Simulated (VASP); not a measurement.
Calculation: PBE GGA with D3 dispersion (Becke-Johnson damping), VASP's PBE PAW potentials (set 64) (plane waves; VASP).

VASP ran on this input.

File KPOINTS:
```
Regular mesh
0
G
 9 9 3
0 0 0
```

INCAR:
```
! general
SYSTEM  =  BN
PREC    =  Accurate
ENCUT   =  580
LREAL   =  .FALSE.
LASPH   =  .TRUE.   ! aspherical one-centre terms

! electronic loop
EDIFF   =  1E-6   ! SCF stop (eV)
NELM    =  100   ! most electronic steps
ALGO    =  Normal   ! blocked Davidson

! smearing
ISMEAR  =  0   ! Gaussian
SIGMA   =  0.05

! functional
GGA     =  PE   ! PBE
IVDW    =  12

! ions
IBRION  =  2   ! conjugate gradients
NSW     =  60
ISIF    =  3   ! ions, shape and volume
EDIFFG  =  -0.02   ! ionic stop

! output
LWAVE   =  .FALSE.
LCHARG  =  .FALSE.
```

File POSCAR:
```
BN
1
    2.5066539616     0.0000000000     0.0000000000
   -1.2533269808     2.1708263994    -0.0000000000
    0.0000000000    -0.0000000000     6.6579736439
B N
2 2
Direct
  0.6666670000   0.3333330000   0.7500000000
  0.3333330000   0.6666670000   0.2500000000
  0.3333330000   0.6666670000   0.7500000000
  0.6666670000   0.3333330000   0.2500000000
```

POTCAR, in this order: B N (PBE.64 set). Program: vasp_std.

What VASP printed:

### OUTCAR
```
 ion  position               nearest neighbor table
   1  0.667  0.333  0.750-   3 1.45   3 1.45   3 1.45
   2  0.333  0.667  0.250-   4 1.45   4 1.45   4 1.45
   3  0.333  0.667  0.750-   1 1.45   1 1.45   1 1.45
   4  0.667  0.333  0.250-   2 1.45   2 1.45   2 1.45
  LATTYP: Found a hexagonal cell.
 ALAT       =     2.5066539616
 C/A-ratio  =     2.6561199694
 Subroutine PRICEL returns:
 Original cell was already a primitive cell.
 Subroutine GETGRP returns: Found 24 space group operations
The static configuration has the point symmetry D_3d.
 The point group associated with its full space group is D_6h.
The dynamic configuration has the point symmetry D_3d.
 Subroutine INISYM returns: Found 24 space group operations
 Subroutine IBZKPT returns following result:
 Found     24 irreducible k-points:

 Following reciprocal coordinates:
            Coordinates               Weight
  0.000000  0.000000  0.000000      1.000000
  0.111111 -0.000000  0.000000      6.000000
  0.222222 -0.000000  0.000000      6.000000
  0.333333 -0.000000  0.000000      6.000000
  0.444444 -0.000000  0.000000      6.000000
...
```

### OSZICAR
```
       N       E                     dE             d eps       ncg     rms          rms(c)
DAV:   1     0.715273348037E+02    0.71527E+02   -0.88543E+03   576   0.134E+03
DAV:   2    -0.339216127317E+02   -0.10545E+03   -0.95350E+02   848   0.286E+02
DAV:   3    -0.386521514767E+02   -0.47305E+01   -0.46967E+01   744   0.623E+01
DAV:   4    -0.387016437172E+02   -0.49492E-01   -0.49473E-01   704   0.670E+00
DAV:   5    -0.387023784358E+02   -0.73472E-03   -0.73468E-03   732   0.814E-01    0.112E+01
DAV:   6    -0.355197512137E+02    0.31826E+01   -0.80061E+00   668   0.242E+01    0.503E+00
DAV:   7    -0.352395327727E+02    0.28022E+00   -0.48384E-01   724   0.645E+00    0.312E+00
DAV:   8    -0.351626149580E+02    0.76918E-01   -0.29461E-01   688   0.422E+00    0.412E-01
DAV:   9    -0.351591612639E+02    0.34537E-02   -0.12591E-02   712   0.105E+00    0.186E-01
DAV:  10    -0.351601081371E+02   -0.94687E-03   -0.12343E-03   692   0.314E-01    0.379E-02
DAV:  11    -0.351602089764E+02   -0.10084E-03   -0.19242E-04   732   0.129E-01    0.268E-02
DAV:  12    -0.351602053306E+02    0.36459E-05   -0.44107E-05   716   0.606E-02    0.441E-03
DAV:  13    -0.351602055755E+02   -0.24497E-06   -0.17056E-06   564   0.123E-02
   1 F= -.35721767E+02 E0= -.35721767E+02  d E =-.357218E+02
       N       E                     dE             d eps       ncg     rms          rms(c)
DAV:   1    -0.351595767364E+02    0.62859E-03   -0.53048E-03   612   0.660E-01    0.715E-02
DAV:   2    -0.351594214344E+02    0.15530E-03   -0.28151E-04   648   0.158E-01    0.265E-02
DAV:   3    -0.351593968191E+02    0.24615E-04   -0.59266E-05   700   0.644E-02    0.941E-03
DAV:   4    -0.351593931552E+02    0.36639E-05   -0.76800E-06   752   0.257E-02    0.352E-03
DAV:   5    -0.351593928343E+02    0.32094E-06   -0.14841E-06   400   0.110E-02
   2 F= -.35721851E+02 E0= -.35721851E+02  d E =-.840927E-04
       N       E                     dE             d eps       ncg     rms          rms(c)
DAV:   1    -0.351584602529E+02    0.93290E-03   -0.47469E-02   608   0.198E+00    0.213E-01
DAV:   2    -0.351570720920E+02    0.13882E-02   -0.24999E-03   632   0.471E-01    0.790E-02
DAV:   3    -0.351568490969E+02    0.22300E-03   -0.53366E-04   688   0.193E-01    0.283E-02
DAV:   4    -0.351568160248E+02    0.33072E-04   -0.68666E-05   732   0.768E-02    0.106E-02
DAV:   5    -0.351568129351E+02    0.30896E-05   -0.14814E-05   688   0.328E-02    0.583E-03
DAV:   6    -0.351568131160E+02   -0.18082E-06   -0.99764E-07   432   0.113E-02
   3 F= -.35721974E+02 E0= -.35721974E+02  d E =-.206803E-03
       N       E                     dE             d eps       ncg     rms          rms(c)
DAV:   1    -0.351567110940E+02    0.10184E-03   -0.26228E-04   588   0.143E-01    0.129E-02
DAV:   2    -0.351567052084E+02    0.58857E-05   -0.85126E-06   640   0.281E-02    0.566E-03
DAV:   3    -0.351567036921E+02    0.15163E-05   -0.30264E-06   652   0.141E-02    0.206E-03
DAV:   4    -0.351567035316E+02    0.16049E-06   -0.33493E-07   316   0.607E-03
   4 F= -.35721992E+02 E0= -.35721992E+02  d E =-.181700E-04
       N       E                     dE             d eps       ncg     rms          rms(c)
DAV:   1    -0.351564379732E+02    0.26572E-03   -0.22875E-03   584   0.423E-01    0.381E-02
DAV:   2    -0.351563867066E+02    0.51267E-04   -0.73140E-05   648   0.820E-02    0.170E-02
DAV:   3    -0.351563734510E+02    0.13256E-04   -0.26352E-05   692   0.415E-02    0.617E-03
DAV:   4    -0.351563721134E+02    0.13376E-05   -0.33276E-06   708   0.169E-02    0.213E-03
DAV:   5    -0.351563720111E+02    0.10224E-06   -0.62184E-07   324   0.737E-03
   5 F= -.35722044E+02 E0= -.35722044E+02  d E =-.701571E-04
       N       E                     dE             d eps       ncg     rms          rms(c)
DAV:   1    -0.351559598325E+02    0.41228E-03   -0.92066E-03   576   0.849E-01    0.763E-02
DAV:   2    -0.351557554810E+02    0.20435E-03   -0.29269E-04   640   0.164E-01    0.340E-02
DAV:   3    -0.351557026847E+02    0.52796E-04   -0.10590E-04   688   0.832E-02    0.123E-02
DAV:   4    -0.351556974381E+02    0.52466E-05   -0.13188E-05   736   0.337E-02    0.425E-03
DAV:   5    -0.351556970040E+02    0.43413E-06   -0.26073E-06   528   0.147E-02
   6 F= -.35722137E+02 E0= -.35722137E+02  d E =-.163618E-03
       N       E                     dE             d eps       ncg     rms          rms(c)
DAV:   1    -0.351553515516E+02    0.34589E-03   -0.36960E-02   576   0.170E+00    0.153E-01
DAV:   2    -0.351545317951E+02    0.81976E-03   -0.11786E-03   636   0.330E-01    0.682E-02
DAV:   3    -0.351543213091E+02    0.21049E-03   -0.42290E-04   696   0.166E-01    0.246E-02
DAV:   4    -0.351543003254E+02    0.20984E-04   -0.52828E-05   724   0.674E-02    0.850E-03
DAV:   5    -0.351542986048E+02    0.17205E-05   -0.11036E-05   680   0.293E-02    0.491E-03
DAV:   6    -0.351542986786E+02   -0.73740E-07   -0.89627E-07   404   0.103E-02
   7 F= -.35722281E+02 E0= -.35722281E+02  d E =-.307739E-03
```

### OUTCAR
```
------------------------ aborting loop because EDIFF is reached ----------------------------------------
 Edisp (eV)   -0.56798
  FORCE on cell =-STRESS in cart. coord.  units (eV):
  Direction    XX          YY          ZZ          XY          YZ          ZX
  --------------------------------------------------------------------------------------
  Total       0.07522     0.07522    -0.03267     0.00000    -0.00000     0.00000
  in kB       3.35813     3.35813    -1.45844     0.00000    -0.00000     0.00000
  external pressure =        1.75 kB  Pullay stress =        0.00 kB
  volume of cell :       35.89
      direct lattice vectors                 reciprocal lattice vectors
     2.505670278  0.000000000 -0.000000000     0.399094809  0.230417454 -0.000000000
    -1.252835139  2.169974504  0.000000000    -0.000000000  0.460834908 -0.000000000
     0.000000000  0.000000000  6.600472398     0.000000000 -0.000000000  0.151504308
  FREE ENERGIE OF THE ION-ELECTRON SYSTEM (eV)
  ---------------------------------------------------
  free  energy   TOTEN  =       -35.7222813830 eV

  energy  without entropy=      -35.7222813830  energy(sigma->0) =      -35.72228138

 reached required accuracy - stopping structural energy minimisation
```
(Selected blocks of OUTCAR.)

**CONTCAR**
```
BN
   1.00000000000000
     2.5056702782704394    0.0000000000000000   -0.0000000000000000
    -1.2528351391352197    2.1699745041865559    0.0000000000000000
     0.0000000000000000    0.0000000000000000    6.6004723984049889
  B               N
     2     2
Direct
     0.6666669999999968    0.3333330000000032    0.7500000000000000
     0.3333330000000032    0.6666669999999968    0.2500000000000000
     0.3333330000000032    0.6666669999999968    0.7500000000000000
     0.6666669999999968    0.3333330000000032    0.2500000000000000
```

The compound is BN in the hex structure. This run relaxes it. Symmetry was kept, so distortions that lower it aren't found. The start is the result of an earlier pass.
